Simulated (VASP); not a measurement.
A VASP calculation is set up with these files.

KPOINTS:
```
K-points
0
gamma
6 6 6
```

### POSCAR
```
InP
2.974330
  0.0000000000   0.9999999907   0.9999999907
  0.9999999907   0.0000000000   0.9999999907
  0.9999999907   0.9999999907   0.0000000000
In P
1 1
direct
  0.0000000000   0.0000000000   0.0000000000
  0.2500000000   0.2500000000   0.2500000000
```

INCAR:
```
SIGMA  =  0.05
MAGMOM  =  6*0
LSORBIT  =  .True.
NELM  =  100
GGA_COMPAT  =  .False.
LCHARG  =  .False.
SYSTEM  =  InP
EDIFF  =  1E-6   # SCF stop (eV)
ISMEAR  =  0
LMAXMIX  =  4   # l cut-off of mixed one-centre charges
PREC  =  Accurate
ENCUT  =  350   # plane-wave cut-off (eV)
LASPH  =  .True.
LREAL  =  .False.
LWAVE  =  .True.
GGA  =  PE   # PBE
ALGO  =  Normal   # blocked Davidson
```

POTCAR, in this order: In_d P (PBE.64 set). Program: vasp_ncl.

Problem. Translate this PBE+SOC calculation to Ansatz.

Solution. One equivalent input (not run):
Ansatz 0.2 input:
```yaml
crystal:
  lattice:
    - [0.0000000, 2.9743300, 2.9743300]
    - [2.9743300, 0.0000000, 2.9743300]
    - [2.9743300, 2.9743300, 0.0000000]
  atoms:
    - { symbol: In, position: [0.0000000, 0.0000000, 0.0000000] }
    - { symbol: P, position: [0.2500000, 0.2500000, 0.2500000] }
kpoints:
  mp_grid: { grid: [6, 6, 6] }
hamiltonian:
  xc: pbe
  pseudopotentials: { kind: paw }
magnetization: { noncollinear: true, spin_orbit: true }
scf:
  occupations: { method: gaussian, width: 0.05 }
  max_iter: 100
output: { forces: true, stress: true, eigenvalues: true }
```
Limits of the translation: each code has its own PAW files, so the cut-off isn't converted (ENCUT is set for VASP's; basis.ecutwfc is left out, and Ansatz then takes the one that its files recommend); Ansatz stops its SCF on the density residual and VASP on the energy change (EDIFF).

The compound is InP in the zinc blende structure. It was relaxed first.
